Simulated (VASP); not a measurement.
Runs of VASP 6.6.1 on Al2Au. It takes space group Fm-3m (No. 225, cubic). The conventional cell has a = 6.000 Å, b = 6.000 Å, c = 6.000 Å, α = 90.00°, β = 90.00°, γ = 90.00°. Al (site symmetry -43m) has 4 Au at 2.60 Å as nearest neighbours. Around Au (site symmetry m-3m) lie 8 Al at 2.60 Å. 

```csv
task,level,potentials or basis,spin,cell,cutoff (eV),k mesh for the DOS,occupations for the DOS,pressure (GPa)
band structure,PBE,"VASP PAW PBE potentials, release 64 (Al, Au)","SOC, no magnetisation",as given,520,-,-,2.5
relaxation of cell and atoms,PBEsol,"VASP PAW PBE potentials, release 64 (Al, Au)",off,relaxed,600,-,-,0.0
band structure,LDA,"VASP PAW LDA potentials, release 64 (Al, Au)",off,as given,520,-,-,-2.3
band structure,r2SCAN,"VASP PAW PBE potentials, release 64 (Al, Au)",off,as given,520,-,-,(a)
band structure,PBE,"VASP PAW PBE potentials, release 64 (Al, Au)",off,as given,520,-,-,3.2
```

Alike in all rows: k mesh 12 × 12 × 12; smearing methfessel-paxton 0.1 eV.

Fill in the values left out.

(a) 0.3.

Caveats: the PAW data sets were made with another functional, which shifts forces and pressure a little (some runs); the relaxation stopped at its first step, so nothing moved (some runs).
